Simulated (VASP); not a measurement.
Consider the following.

```
Cu
1.0
    2.50774     0.00000     0.00000
   -1.25387     2.17177     0.00000
    0.00000     0.00000     4.15115
Cu
2
Direct
  0.33333   0.66667   0.25000
  0.66667   0.33333   0.75000
```

These are PBEsol GGA, VASP's PBE PAW potentials (set 64) (plane waves; VASP) values and carry that method's errors. Numerical set-up: 400 eV cut-off, Gaussian smearing of 0.050 eV, potentials Cu.

**Question.** Estimate the band gap (along the path) with the smallest direct gap where there is one.

**Answer.** 
* **band gap (along the path)**: none (metal, semimetal or under 0.01 eV)

Total energies compare only between runs with the same potentials, cut-off and functional.

The structure was generated: Cu was put into the hcp type (P6_3/mmc), which need not be its known phase. It was relaxed first.
